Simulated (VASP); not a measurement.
Here is the system:

```xyz
2
Lattice="0.0000 2.2480 2.2480 2.2480 0.0000 2.2480 2.2480 2.2480 0.0000" Properties=species:S:1:pos:R:3 pbc="T T T"
Ga     0.0000     0.0000     0.0000
N      3.3720     3.3720     3.3720
```

These are PBEsol GGA, VASP's PBE PAW potentials (set 64) (plane waves; VASP) values and carry that method's errors. Numerical set-up: 520 eV cut-off, Gaussian smearing of 0.050 eV, potentials Ga_d N.

### Question
Give the energies of bands 7 to 11 at the high-symmetry points, in eV from the valence-band maximum.

### Answer

```csv
band,Γ,X,U,L,W
7,0.00,-6.21,-5.95,-7.16,-5.78
8,0.00,-2.76,-4.35,-0.99,-3.78
9,0.00,-2.76,-2.22,-0.99,-3.73
10,1.73,3.23,4.89,4.61,6.13
11,10.25,6.60,7.87,8.67,8.43
```

The gap is direct, 1.73 eV, from the valence maximum at Γ to the conduction minimum at Γ.

The structure comes from a computed database's GaN entry (F-43m); how it stands against other phases isn't given here. It was relaxed first.
